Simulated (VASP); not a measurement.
# MgO: how cutoff and mesh change the relaxed cell, part 2 of 2

Aim: test the relaxed volume of MgO against cutoff and mesh. The starting structure is a measured crystal structure from the Crystallography Open Database. The first relaxation on each setting starts from this cell expanded by 3 % in volume.

VASP 6.6.1.

Results so far: reference 9.32 Å³ an atom; a cutoff of 400 eV 9.05 Å³ an atom; a 5×5×5 mesh 9.32 Å³ an atom.

## Step 5: Relaxation with a cutoff of 680 eV

Level of this step: PBEsol; plane waves and PAW (Mg, O) (VASP).

Against step 2 the input has ENCUT = 680. This run starts from the cell of an earlier relaxation, which isn't shown; the restart sets up the plane waves anew.

The input, INCAR:

```
SYSTEM = MgO
PREC = Accurate
ENCUT = 680
EDIFF = 1E-06
NELM = 100
ISMEAR = 0
SIGMA = 0.03
LREAL = .FALSE.
ALGO = Normal
GGA = PS
NBANDS = 10
LORBIT = 11
LWAVE = .FALSE.
LCHARG = .FALSE.
KPAR = 4
IBRION = 2
NSW = 50
ISIF = 3
EDIFFG = -0.006
```

The input, POSCAR:

```
MgO
1.0
    0.0000000000      2.1037107048      2.1037107048
    2.1037107048      0.0000000000      2.1037107048
    2.1037107048      2.1037107048      0.0000000000
Mg O
1 1
Direct
    0.0000000000      0.0000000000      0.0000000000
    0.5000000000      0.5000000000      0.5000000000
```

The input, KPOINTS:

```
Automatic mesh
0
Gamma
8 8 8
0 0 0
```

Potentials, in the order of the species: Mg and O (PBE family, release 64).

Run with:

```bash
$ mpirun -np 4 vasp_std
```

Log:

```text
[... set-up lines as in an earlier step ...]
 entering main loop
       N       E                     dE             d eps       ncg     rms          rms(c)
DAV:   1     0.236953937683E+02    0.23695E+02   -0.53251E+03   636   0.892E+02
DAV:   2    -0.130166446057E+02   -0.36712E+02   -0.34740E+02   680   0.160E+02
DAV:   3    -0.138997695162E+02   -0.88312E+00   -0.88177E+00   686   0.244E+01
DAV:   4    -0.139019706536E+02   -0.22011E-02   -0.22011E-02   640   0.134E+00
[...]
DAV:   9    -0.125179418333E+02    0.18723E-03   -0.21630E-04   666   0.116E-01    0.135E-01
DAV:  10    -0.125178615704E+02    0.80263E-04   -0.38297E-04   622   0.165E-01    0.621E-03
DAV:  11    -0.125178607575E+02    0.81288E-06   -0.34229E-06   612   0.150E-02
   1 F= -.12517861E+02 E0= -.12517861E+02  d E =-.125179E+02
[...]
reached required accuracy - stopping structural energy minimisation
```

Run time: 2.4 s. Hardware: 4 MPI ranks of Intel Xeon 6975P-C (Granite Rapids), shared host; peak memory 0.59 GiB; 6.9 s of CPU time.

Parts of OUTCAR (step 5):

```text
  Total       -0.0019148     -0.0019148     -0.0019148     -0.0000000      0.0000000      0.0000000
  in kB       -0.1647619     -0.1647619     -0.1647619     -0.0000000      0.0000000      0.0000000
  external PRESSURE =      -0.1647619 kB  Pullay stress =       0.0000000 kB

 POSITION                                       TOTAL-FORCE (eV/Angst)
 -----------------------------------------------------------------------------------
      0.00000      0.00000      0.00000         0.000000     -0.000000     -0.000000
      2.10371      2.10371      2.10371        -0.000000      0.000000      0.000000
 -----------------------------------------------------------------------------------
    total drift:                                0.000000      0.000000      0.000000

  FREE ENERGIE OF THE ION-ELECTRON SYSTEM (eV)
  ---------------------------------------------------
  free  energy   TOTEN  =       -12.5178607575 eV

  energy  without entropy=      -12.5178607575  energy(sigma->0) =      -12.51786076

[... 2 parts as in an earlier step ...]

[... 2 further parts left out ...]
[key lines of the parts left out:]
E-fermi :   3.2786
```

With a cutoff of 680 eV the cell ends at 9.310 Å³ an atom, -0.16 % from the reference; the bulk modulus is 161.7 GPa against 161.2 GPa.

## Step 6: Relaxation with a 12×12×12 mesh

Against step 2 the input has a 12×12×12 mesh.

INCAR: that of step 5 with these lines changed.

```diff
@@ -2,3 +2,3 @@
 PREC = Accurate
-ENCUT = 680
+ENCUT = 520
 EDIFF = 1E-06
```

The input, POSCAR:

```
MgO
1.0
    0.0000000000      2.1260499695      2.1260499695
    2.1260499695      0.0000000000      2.1260499695
    2.1260499695      2.1260499695      0.0000000000
Mg O
1 1
Direct
    0.0000000000      0.0000000000      0.0000000000
    0.5000000000      0.5000000000      0.5000000000
```

The input, KPOINTS:

```
Automatic mesh
0
Gamma
12 12 12
0 0 0
```

Run with:

```bash
$ mpirun -np 4 vasp_std
```

Log:

```text
[... set-up lines as in an earlier step ...]
 entering main loop
       N       E                     dE             d eps       ncg     rms          rms(c)
DAV:   1     0.122402489223E+02    0.12240E+02   -0.47240E+03  1640   0.707E+02
DAV:   2    -0.133169256263E+02   -0.25557E+02   -0.24925E+02  1650   0.136E+02
DAV:   3    -0.138843251908E+02   -0.56740E+00   -0.56690E+00  1694   0.186E+01
DAV:   4    -0.138856893314E+02   -0.13641E-02   -0.13641E-02  1604   0.102E+00
[...]
DAV:   9    -0.125050186108E+02    0.20994E-03   -0.24134E-04  1652   0.121E-01    0.138E-01
DAV:  10    -0.125049494301E+02    0.69181E-04   -0.38935E-04  1544   0.162E-01    0.610E-03
DAV:  11    -0.125049503456E+02   -0.91551E-06   -0.45637E-06  1528   0.156E-02
   1 F= -.12504950E+02 E0= -.12504950E+02  d E =-.125050E+02
[...]
N       E                     dE             d eps       ncg     rms          rms(c)
DAV:   1    -0.125991915599E+02   -0.94242E-01   -0.17310E+00  1478   0.113E+01    0.222E+00
[...]
DAV:   4    -0.125123629924E+02    0.39690E-03   -0.47981E-04  1534   0.190E-01    0.388E-02
DAV:   5    -0.125123533032E+02    0.96892E-05   -0.78046E-05  1526   0.585E-02    0.811E-03
DAV:   6    -0.125123527743E+02    0.52886E-06   -0.12062E-06   800   0.804E-03
   2 F= -.12512353E+02 E0= -.12512353E+02  d E =-.740243E-02
 trial-energy change:   -0.007402  1 .order   -0.007180   -0.021632    0.007271
 step:   0.7569(harm=  0.7484)  dis= 0.00000  next Energy=   -12.513233 (dE=-0.828E-02)
[...]
N       E                     dE             d eps       ncg     rms          rms(c)
DAV:   1    -0.125183894810E+02   -0.60362E-02   -0.10185E-01  1476   0.272E+00    0.540E-01
DAV:   2    -0.125133094827E+02    0.50800E-02   -0.32986E-02  1494   0.113E+00    0.535E-02
DAV:   3    -0.125132707544E+02    0.38728E-04   -0.35045E-04  1480   0.185E-01    0.308E-02
DAV:   4    -0.125132458370E+02    0.24917E-04   -0.27652E-05  1530   0.464E-02    0.936E-03
DAV:   5    -0.125132442469E+02    0.15901E-05   -0.45714E-06  1398   0.140E-02    0.192E-03
DAV:   6    -0.125132443011E+02   -0.54255E-07   -0.79787E-08   750   0.200E-03
   3 F= -.12513244E+02 E0= -.12513244E+02  d E =-.829396E-02
[...]
reached required accuracy - stopping structural energy minimisation
```

Run time: 5.2 s. Hardware: 4 MPI ranks; peak memory 0.57 GiB.

OUTCAR, selected parts (step 6):

```text
  Total        0.0005522      0.0005522      0.0005522      0.0000000      0.0000000      0.0000000
  in kB        0.0474349      0.0474349      0.0474349      0.0000000      0.0000000      0.0000000
  external PRESSURE =       0.0474349 kB  Pullay stress =       0.0000000 kB

 POSITION                                       TOTAL-FORCE (eV/Angst)
 -----------------------------------------------------------------------------------
      0.00000      0.00000      0.00000         0.000000      0.000000     -0.000000
      2.10483      2.10483      2.10483        -0.000000      0.000000      0.000000
 -----------------------------------------------------------------------------------
    total drift:                               -0.000000     -0.000000      0.000000

  FREE ENERGIE OF THE ION-ELECTRON SYSTEM (eV)
  ---------------------------------------------------
  free  energy   TOTEN  =       -12.5132443011 eV

  energy  without entropy=      -12.5132443011  energy(sigma->0) =      -12.51324430

[... 1 part as in an earlier step ...]

[... 3 further parts left out ...]
[key lines of the parts left out:]
E-fermi :   3.3329
```

With a 12×12×12 mesh the cell ends at 9.325 Å³ an atom, +0.00 % from the reference; the bulk modulus is 161.4 GPa against 161.2 GPa.

## Step 7: The runs compared

```tsv
run	volume (Å³/atom)	change (%)	bulk modulus (GPa)	pressure left (GPa)	core minutes
reference	9.325	-	161.2	0.01	0.24
a cutoff of 400 eV	9.052	-2.93	179.9	-0.01	0.32
a 5×5×5 mesh	9.325	0.0	161.5	0.01	0.16
a cutoff of 680 eV	9.31	-0.16	161.7	-0.02	0.48
a 12×12×12 mesh	9.325	0.0	161.4	0.0	0.347
```

Core minutes are wall time times ranks, summed over the relaxations behind a row (those for a bulk modulus apart), on shared hosts.

## Step 8: What came out

- volume of the reference: 9.325 Å³/atom
- volume against the reference, a cutoff of 400 eV: -2.93 %
- volume against the reference, a 5×5×5 mesh: +0.00 %
- volume against the reference, a cutoff of 680 eV: -0.16 %
- volume against the reference, a 12×12×12 mesh: +0.00 %

In words: The volume moves most with a cutoff of 400 eV: -2.93 % against the reference (520 eV, 8×8×8 mesh). On finer settings it changes by -0.16 % with a cutoff of 680 eV and +0.00 % with a 12×12×12 mesh. A cell that shrinks at the lower cutoff is the usual mark of Pulay stress, the error that a plane-wave basis makes when it is kept while the volume changes. The bulk modulus is more sensitive: it changes by +11.6 % with a cutoff of 400 eV. Further runs on this material are not shown.

[Lines on the potential files, build, host, timing and source positions are cut from VASP's logs without a mark.]

[Logs are printed without paths, hosts, clocks, repeated set-up lines and the standing remarks that a program may print on its own settings, such as how far it seeks lower states.]

[Hosts, paths, dates, database ids (printed as entryN), source tags and the programs' standing remarks are cut or masked in the printed files.]
